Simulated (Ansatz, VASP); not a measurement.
# Al7Ga11N18: VASP beside Ansatz

One calculation is typed for both programs; each brings its own data sets. How far apart do they land? Of the first pair: The structure shown is frame 50 of Ansatz's trajectory.

Calculated with Ansatz 0.2.0; plane waves, with VASP 6.6.1 beside it; single point at revPBE.

### Step 1. The starting structure

The cell holds 72 atoms: 22 Ga, 36 N and 14 Al. Its edges and angles: a = 9.477 Å, b = 9.477 Å, c = 10.212 Å, α = 90.0°, β = 90.0°, γ = 120.0°. It derives from AlN (wurtzite), repeated 3×3×2. Wurtzite AlN, 3 x 3 x 2 conventional cells, 22 of 36 Al sites given to Ga at random (x = 0.611), lattice by Vegard's rule (a = 3.159 A, c = 5.106 A); (so at first; earlier steps may have moved the atoms), displaced by a Gaussian of 0.02 A.

Structure file:

```xyz
72
Lattice="9.4773 0.0000 0.0000 -4.7386 8.2076 0.0000 0.0000 0.0000 10.2122" Properties=species:S:1:pos:R:3 pbc="T T T"
Ga    0.0340    0.0916    0.0345
Ga    0.1009    0.0655    5.0891
Ga    7.8259    2.7255   10.2087
Ga   -1.5687    4.6096    2.5236
Ga   -1.4686    2.7042    5.1014
Ga   -3.2006    5.5502   10.1296
Ga    6.3306    5.4445    4.9727
Ga   -3.1059    7.3098    7.6429
Ga    3.1761    0.0494    5.1201
Ga    1.6069    2.7270    5.1640
Ga    1.4195    4.4671    7.5298
Ga   -0.0547    5.5080    0.0532
Ga   -0.0811    7.3121    2.5772
Ga   -0.0627    7.2566    7.7002
Ga    1.5078    8.1978    0.0153
Ga    6.2210    1.7882    2.6270
Ga    1.6587    8.1535    5.1433
Ga    6.4460    1.8548    7.7284
Ga    4.8043    2.7672    5.1368
Ga    3.0368    5.4329   10.1336
Ga    3.2724    7.3056    2.5751
Ga    3.2289    7.2087    7.5754
N    -0.0514    1.8638    0.6091
N     0.0764    0.1006    3.1373
N     0.0445    1.8230    5.8189
N    -4.6531    8.1846    8.2791
N    -1.7273    4.4947    0.6004
N     7.8399    2.7471    3.1433
N    -1.5459    4.5569    5.6745
N    -1.4626    2.7422    8.2634
N    -3.2037    7.3323    0.5731
N     6.3133    5.4316    3.0797
N    -3.0485    7.2513    5.7349
N    -3.1010    5.5463    8.2441
N     3.0760    1.9375    0.6578
N    -1.6094    8.2013    3.1826
N     3.1815    1.7992    5.7920
N     3.1340    0.0226    8.3419
N     1.5201    4.5687    0.7400
N     1.5511    2.7790    3.2750
N     1.5474    4.6171    5.6670
N     1.6591    2.7838    8.3639
N    -0.1668    7.3174    0.6413
N     0.0034    5.4903    3.1639
N    -0.0335    7.3040    5.7001
N    -0.0242    5.4353    8.3031
N     6.2049    1.7988    0.6485
N     1.6740    8.0961    3.1515
N     6.3341    1.8389    5.6925
N     1.5837    8.1670    8.1915
N     4.6180    4.6343    0.5930
N     4.6660    2.6880    3.1521
N     4.7686    4.5933    5.7168
N     4.8222    2.7325    8.3918
N     3.1482    7.3714    0.5913
N     3.1900    5.4488    3.1487
N     3.3043    7.2665    5.6166
N     3.0853    5.3853    8.1739
Al    0.0436    1.9371    2.5105
Al    0.1227    1.7644    7.7592
Al   -1.6071    4.5403    7.6188
Al   -3.1981    7.2505    2.4975
Al    3.0854    0.1396    0.0021
Al    3.0686    1.9041    2.5543
Al    3.2834    1.8389    7.7854
Al    1.5294    2.7785    0.1142
Al    1.5436    4.5477    2.6766
Al   -0.0270    5.4946    5.0403
Al    4.6560    2.7306    0.1151
Al    4.6729    4.5094    2.4888
Al    4.7571    4.5218    7.6883
Al    3.2017    5.4675    5.0763
```

### Step 2. Ansatz: dynamics, revPBE

Ansatz runs on its default PAW (the set named soft_2) files.

One frame of this run of dynamics is then solved in both programs, so the motion causes no difference.

Input file input.yaml:

```yaml
crystal:
  lattice:
    - [9.4773, 0.0, 0.0]
    - [-4.73865, 8.207582559286259, 0.0]
    - [0.0, 0.0, 10.2122]
  atoms:
    - { symbol: Ga, position: [0.0017521320974959625, 0.002102544202317779, 0.0010562398117655307] }
    - { symbol: "N", position: [0.11097374220958742, 0.22509275125663983, 0.06092057620613116] }
    - { symbol: Al, position: [0.11105664444417311, 0.2221638421051027, 0.24812509899418847] }
    - { symbol: "N", position: [0.9967725052274383, 0.0015747077560638474, 0.3093971548880648] }
    - { symbol: Ga, position: [0.0014351918723783683, 0.0016009233820194104, 0.49912623754347546] }
    - { symbol: "N", position: [0.10949774799425564, 0.22444374196299718, 0.560944824647937] }
    - { symbol: Al, position: [0.11061507279829819, 0.2239579835885459, 0.7472491935120885] }
    - { symbol: "N", position: [0.0029800176149274733, 0.004705565944358197, 0.8095984495752162] }
    - { symbol: Ga, position: [0.9993506140780688, 0.3363747331856472, 0.0004434955638577063] }
    - { symbol: "N", position: [0.10480094525395398, 0.5522868750974002, 0.06073461277726098] }
    - { symbol: Ga, position: [0.10873112187975156, 0.5546364375790248, 0.24850693880113278] }
    - { symbol: "N", position: [0.9988148675572828, 0.33456172878091256, 0.31128091693565996] }
    - { symbol: Ga, position: [0.0017480342190969783, 0.3377519909523764, 0.496466647576889] }
    - { symbol: "N", position: [0.11027659276215834, 0.5547756454314914, 0.5616631638287508] }
    - { symbol: Al, position: [0.10681395054412748, 0.5521319587725407, 0.7499250756642013] }
    - { symbol: "N", position: [0.9995333599586482, 0.33496560675766285, 0.8098330686050593] }
    - { symbol: Ga, position: [0.9962798786339807, 0.6649767142378161, 0.99735628907699] }
    - { symbol: "N", position: [0.11083337196403222, 0.8875894162798332, 0.05884116910220086] }
    - { symbol: Al, position: [0.10930763407211692, 0.8893181487339227, 0.2537860719688349] }
    - { symbol: "N", position: [0.9967967087055771, 0.6645919021101272, 0.3098803188464844] }
    - { symbol: Ga, position: [0.9940067652835516, 0.6639191796298994, 0.5025651471699258] }
    - { symbol: "N", position: [0.11146510262380309, 0.8886766965158253, 0.5627172561716215] }
    - { symbol: Ga, position: [0.11449795069239721, 0.8901053733344254, 0.749084277389177] }
    - { symbol: "N", position: [0.0017261369116664024, 0.6703179394708294, 0.8076863485884872] }
    - { symbol: Al, position: [0.3372015212436618, 0.0010516146146875081, 0.000550490460622053] }
    - { symbol: "N", position: [0.4471316314851073, 0.22272581969694372, 0.059951562402500526] }
    - { symbol: Al, position: [0.4466753803922624, 0.2270434407302454, 0.24818520506717348] }
    - { symbol: "N", position: [0.3306729743664939, 0.9988233254247016, 0.31235356367331246] }
    - { symbol: Ga, position: [0.33365578609242375, 0.9980640028340773, 0.5020452196468101] }
    - { symbol: "N", position: [0.4448512325650414, 0.21935680292971751, 0.5586544636685147] }
    - { symbol: Al, position: [0.44529696667288093, 0.22201326120425413, 0.7490433770487396] }
    - { symbol: "N", position: [0.33176564925800306, 1.5515784881573397e-05, 0.8125817243569594] }
    - { symbol: Al, position: [0.3367198486065895, 0.3325893611825791, 0.9994026333990776] }
    - { symbol: "N", position: [0.4457057048822447, 0.5582543928693172, 0.06190773804284704] }
    - { symbol: Al, position: [0.4439612915652371, 0.5523331814060198, 0.2490876982266041] }
    - { symbol: "N", position: [0.3344167463950091, 0.336820498038308, 0.31347469680578766] }
    - { symbol: Ga, position: [0.3364622121043949, 0.33559670034661315, 0.5021491965755412] }
    - { symbol: "N", position: [0.4497840574066219, 0.562165908550783, 0.5601936399941059] }
    - { symbol: Ga, position: [0.450655415951826, 0.5595640073333205, 0.7518713847468096] }
    - { symbol: "N", position: [0.33563692354120306, 0.33570096019874285, 0.8075212595291145] }
    - { symbol: Ga, position: [0.32955971913414034, 0.6664116272065452, 0.9988617959114071] }
    - { symbol: "N", position: [0.4442975572176444, 0.8888227340995494, 0.06543075369650182] }
    - { symbol: Ga, position: [0.4416578691819062, 0.8861609059393873, 0.2500675157712391] }
    - { symbol: "N", position: [0.3317678134135284, 0.6665199666962416, 0.3100285024207533] }
    - { symbol: Al, position: [0.3323081176599896, 0.6655653421050196, 0.5002619305743962] }
    - { symbol: "N", position: [0.44090075279047136, 0.8882307151768655, 0.5620681749701965] }
    - { symbol: Ga, position: [0.44650458837049506, 0.8916257417640672, 0.7488136314767122] }
    - { symbol: "N", position: [0.33695371749066205, 0.669691489864032, 0.809773858640359] }
    - { symbol: Ga, position: [0.670395763323682, 0.003420254808518668, 0.0017887094961935533] }
    - { symbol: "N", position: [0.7806810818625911, 0.22515654568717558, 0.05738436915178638] }
    - { symbol: Ga, position: [0.7793597580597115, 0.22243211303763152, 0.24834520879587713] }
    - { symbol: "N", position: [0.6683073507659482, 0.9981491189393162, 0.3123861335675563] }
    - { symbol: Ga, position: [0.6678588856754181, 0.0037886669832730775, 0.5026153756276873] }
    - { symbol: "N", position: [0.7752811390838058, 0.22582295984211362, 0.5631183985547027] }
    - { symbol: Ga, position: [0.7824257194990862, 0.22056391536069714, 0.7534948781406338] }
    - { symbol: "N", position: [0.668516542351931, 0.0035025219344405854, 0.8107370258645861] }
    - { symbol: Al, position: [0.6657301636558053, 0.33303465181503467, 0.9982563967064989] }
    - { symbol: "N", position: [0.7768211008882756, 0.5557086823325013, 0.06285927836996459] }
    - { symbol: Al, position: [0.7748709283613362, 0.5534883566350863, 0.24914417519743376] }
    - { symbol: "N", position: [0.6676923426257724, 0.33260223113340603, 0.3092710286475498] }
    - { symbol: Ga, position: [0.6650406014611572, 0.3326371525402934, 0.49683689307092627] }
    - { symbol: "N", position: [0.7795007028388691, 0.5581829654072706, 0.5613685811627442] }
    - { symbol: Al, position: [0.7755511333854076, 0.5548799242380296, 0.7488720923954038] }
    - { symbol: "N", position: [0.6647628806518999, 0.33155952051531284, 0.8119967322895942] }
    - { symbol: Ga, position: [0.6655338570834246, 0.6664884573725265, 0.0015789370467575192] }
    - { symbol: "N", position: [0.7817073352377893, 0.8961250004220125, 0.06031239597113694] }
    - { symbol: Ga, position: [0.7763269752473502, 0.886461307261381, 0.24942175308681466] }
    - { symbol: "N", position: [0.6681442968291447, 0.6656454578718516, 0.31032503140837414] }
    - { symbol: Al, position: [0.6667558965654369, 0.6609208597135746, 0.5028504811760112] }
    - { symbol: "N", position: [0.7800630226993222, 0.8880873239355573, 0.5568116738577484] }
    - { symbol: Ga, position: [0.7771826602594036, 0.8896510018883753, 0.7487496744095377] }
    - { symbol: "N", position: [0.6642151477429745, 0.6656887827863964, 0.8105899164075275] }
kpoints:
  mp_grid:
    grid: [1, 1, 1]
hamiltonian:
  xc: revpbe
scf:
  occupations:
    method: fixed
md:
  timestep: 1.0
  n_steps: 150
  ensemble: nvt_nose_hoover
  temperature: 600.0
  initial_velocities: maxwell_boltzmann
  seed: 123
```

The run is started by

```console
> python dynamics.py
```

### Step 3. VASP: single point, revPBE, pair 1

The same cell, functional and mesh now go to VASP, with its own data sets.

Lines of VASP's logs that name or quote its potential files are left out, and so is its time.

Input file INCAR:

```
SYSTEM = Al7Ga11N18
PREC = Accurate
ENCUT = 520
EDIFF = 1E-06
NELM = 120
ISMEAR = 0
SIGMA = 0.01
LREAL = Auto
ALGO = Normal
GGA = RE
NBANDS = 304
LORBIT = 11
LWAVE = .FALSE.
LCHARG = .FALSE.
ISIF = 2
LASPH = .TRUE.
GGA_COMPAT = .FALSE.
EFERMI = MIDGAP
NCORE = 2
```

Input file POSCAR:

```
Al7Ga11N18
1.0
    9.4773000000      0.0000000000      0.0000000000
   -4.7386500000      8.2075830000      0.0000000000
    0.0000000000      0.0000000000     10.2122000000
Ga N Al
22 36 14
Direct
    0.0091677252      0.0111604110      0.0033783122
    0.0146367046      0.0079804249      0.4983353244
    0.9917875423      0.3320709641      0.9996572727
    0.1152916609      0.5616269735      0.2471161944
    0.0097781556      0.3294758030      0.4995397662
    0.0004019385      0.6762283123      0.9919116351
    0.9996500450      0.6633499777      0.4869371928
    0.1175877909      0.8906154223      0.7484087660
    0.3381428167      0.0060208956      0.5013709093
    0.3356793707      0.3322537220      0.5056696892
    0.4219114356      0.5442649803      0.7373337772
    0.3297716767      0.6710867255      0.0052094554
    0.4368905360      0.8908956510      0.2523648186
    0.4354509975      0.8841336116      0.7540197019
    0.6584936604      0.9988059822      0.0014982080
    0.7653464274      0.2178716926      0.2572413388
    0.6717171929      0.9934085345      0.5036427019
    0.7931445899      0.2259861399      0.7567811050
    0.6755028942      0.3371516316      0.5030062083
    0.6513971394      0.6619366505      0.9923033235
    0.7903400652      0.8901037004      0.2521591822
    0.7798470727      0.8782975451      0.7417990247
    0.1081178578      0.2270826868      0.0596443470
    0.0141898467      0.0122569580      0.3072109829
    0.1157512672      0.2221116740      0.5697988680
    0.0076204135      0.9971977134      0.8107068017
    0.0915573123      0.5476277243      0.0587924247
    0.9945806126      0.3347026768      0.3077985155
    0.1144869636      0.5552060820      0.5556589178
    0.0127261797      0.3341056679      0.8091694248
    0.1086390799      0.8933567897      0.0561191516
    0.9970387720      0.6617782604      0.3015706704
    0.1200805907      0.8834878673      0.5615734122
    0.0106736756      0.6757531419      0.8072795284
    0.4425961072      0.2360621879      0.0644131529
    0.3298009463      0.9992344884      0.3116468538
    0.4453028340      0.2192119166      0.5671647637
    0.3320616753      0.0027535512      0.8168563091
    0.4387156715      0.5566437769      0.0724623490
    0.3329594201      0.3385893265      0.3206948552
    0.4445447316      0.5625407626      0.5549245021
    0.3446474833      0.3391741515      0.8190105952
    0.4281707483      0.8915413953      0.0627974384
    0.3348238436      0.6689301832      0.3098157106
    0.4414196174      0.8899087588      0.5581657234
    0.3285610617      0.6622290631      0.8130569319
    0.7642933756      0.2191631812      0.0635024774
    0.6698411218      0.9864170731      0.3086014767
    0.7803688132      0.2240489070      0.5574215154
    0.6646365083      0.9950533549      0.8021288263
    0.7695877738      0.5646363856      0.0580678013
    0.6560853239      0.3275020186      0.3086602299
    0.7829806853      0.5596410052      0.5598010223
    0.6752777190      0.3329238340      0.8217426216
    0.7812435552      0.8981206769      0.0579013337
    0.6685306973      0.6638738835      0.3083272948
    0.7913240592      0.8853398132      0.5499892286
    0.6536148732      0.6561371356      0.8004053975
    0.1226071926      0.2360134524      0.2458334149
    0.1204326929      0.2149719351      0.7597971054
    0.1070181683      0.5531835621      0.7460488435
    0.1042467688      0.8833903964      0.2445604277
    0.3340611876      0.0170086614      0.0002056364
    0.4397805903      0.2319927803      0.2501224026
    0.4584733366      0.2240489070      0.7623626643
    0.3306392788      0.3385284072      0.0111827030
    0.4399159759      0.5540851673      0.2620982746
    0.3318781318      0.6694540890      0.4935567263
    0.6576253322      0.3326923407      0.0112708329
    0.7677717455      0.5494187509      0.2437085055
    0.7774115315      0.5509295489      0.7528544290
    0.6709044166      0.6661522643      0.4970819216
```

Input file KPOINTS:

```
Automatic mesh
0
Gamma
1 1 1
0 0 0
```

The projector-augmented-wave data sets are Ga_d, N and Al (PBE family, release 64).

The run is started by

```console
> mpirun -np 8 vasp_gam
```

The log of the run:

```text
[banner, memory and clock lines left out]
running    8 mpi-ranks, on    1 nodes
[...]
|                                                                             |
|               ----> ADVICE to this user running VASP <----                  |
|                                                                             |
|     You enforced a specific xc type in the INCAR file but a different       |
|     [... a line on the potential file left out ...]
|     I HOPE YOU KNOW WHAT YOU ARE DOING!                                     |
|                                                                             |

 LDA part: xc-table for (Slater+PW92), standard interpolation
 POSCAR, INCAR and KPOINTS ok, starting setup
[...]
entering main loop
       N       E                     dE             d eps       ncg     rms          rms(c)
DAV:   1     0.119372014417E+05    0.11937E+05   -0.18862E+05   664   0.313E+03
DAV:   2     0.289974207618E+04   -0.90375E+04   -0.85254E+04   608   0.940E+02
DAV:   3    -0.412879408043E+02   -0.29410E+04   -0.27390E+04   784   0.345E+02
DAV:   4    -0.486411832104E+03   -0.44512E+03   -0.43569E+03   760   0.139E+02
[...]
DAV:  19    -0.442964970889E+03   -0.92943E-06   -0.17764E-05   640   0.398E-02    0.904E-03
DAV:  20    -0.442964972357E+03   -0.14675E-05   -0.14093E-05   720   0.171E-02    0.325E-03
DAV:  21    -0.442964973144E+03   -0.78768E-06   -0.60645E-06   552   0.203E-02
   1 F= -.44296497E+03 E0= -.44296497E+03  d E =0.000000E+00
```

From OUTCAR (step 3):

```text
  Total       43.5279660     44.2511305     33.8391152     -7.0175984      0.7451600     -0.4555604
  in kB       87.7929683     89.2515423     68.2512105    -14.1540222      1.5029374     -0.9188345
  external PRESSURE =      81.7652403 kB  Pullay stress =       0.0000000 kB

 POSITION                                       TOTAL-FORCE (eV/Angst)
 -----------------------------------------------------------------------------------
      0.03400      0.09160      0.03450        -1.508239     -1.429675     -0.904298
      0.10090      0.06550      5.08910         0.516632     -0.896979     -0.096974
      7.82590      2.72550     10.20870        -0.509077     -0.276523      0.074322
     -1.56870      4.60960      2.52360        -0.261510     -1.276781     -0.247436
     -1.46860      2.70420      5.10140        -1.334132      0.408430     -0.358903
     -3.20060      5.55020     10.12960        -0.474988     -0.916272      0.836261
      6.33060      5.44450      4.97270         0.373413      0.375697      1.293160
     -3.10590      7.30980      7.64290        -0.202084      0.189445     -0.505876
      3.17615      0.04942      5.12010         0.176915     -0.542545     -0.434346
      1.60690      2.72700      5.16400         0.332741      0.129682      0.669559
      1.41950      4.46710      7.52980         1.403498      1.026427      1.403973
     -0.05470      5.50800      0.05320        -0.474374     -0.953805     -0.348674
     -0.08110      7.31210      2.57720         1.547916      0.243584     -0.150586
     -0.06270      7.25660      7.70020         0.769739      0.373499     -0.814461
[...]
-----------------------------------------------------------------------------------
    total drift:                               -0.008132      0.009768     -0.010668

  FREE ENERGIE OF THE ION-ELECTRON SYSTEM (eV)
  ---------------------------------------------------
  free  energy   TOTEN  =      -442.9649731443 eV

  energy  without entropy=     -442.9649731443  energy(sigma->0) =     -442.96497314

[... 3 further parts left out ...]
[key lines of the parts left out:]
E-fermi :   7.2200
```

The run ends at a pressure of 8.18 GPa, with forces up to 2.9 eV/Å.

### Step 4. Differences

Known differences besides the potentials themselves: fixed occupations in Ansatz, narrow Gaussian smearing in VASP; Ansatz makes its cores anew for this functional, VASP keeps those of its PBE data sets; Ansatz takes its cutoff from its data sets, VASP runs at 520 eV. Total energies have different zeros and are not compared.

Forces on 10 of the 72 atoms, those with the largest forces and the largest differences (eV/Å; atoms numbered as in POSCAR):

```
atom          Ansatz x, y, z            VASP x, y, z
 Ga1  -1.524, -1.436, -0.922  -1.508, -1.430, -0.904
Ga11     1.413, 1.027, 1.411     1.403, 1.026, 1.404
Ga19  -1.045, -0.424, -0.261  -1.015, -0.426, -0.243
Ga21  -0.522, -0.269, -1.081  -0.549, -0.255, -1.072
 N26   -1.166, 0.689, -0.089   -1.142, 0.711, -0.104
 N31     1.546, 0.625, 1.359     1.539, 0.637, 1.364
 N34  -0.846, -2.632, -0.768  -0.843, -2.627, -0.772
 N36   -1.492, 1.254, -1.025   -1.486, 1.250, -1.039
 N48    -1.758, 1.155, 0.687    -1.734, 1.146, 0.681
Al59   -1.698, -1.047, 0.837   -1.695, -1.049, 0.838
```

The forces differ by 11 meV/Å r.m.s., which is 1.3 % of the r.m.s. force of 0.842 eV/Å (both taken over all components).

### Step 5. Ansatz: dynamics, revPBE

One frame of this run of dynamics is then solved in both programs, so the motion causes no difference.

The structure compared here is frame 100 of Ansatz's trajectory.

input.yaml is that of step 2.

The run is started by

```console
> python dynamics.py
```

(Part 1 of 3 ends here.)

[Lines on the potential files, build, host, timing and source positions are cut from VASP's logs without a mark.]

[Logs are printed without paths, hosts, clocks, repeated set-up lines and the standing remarks that a program may print on its own settings, such as how far it seeks lower states.]

[Hosts, paths, dates, database ids (printed as entryN), source tags and the programs' standing remarks are cut or masked in the printed files.]
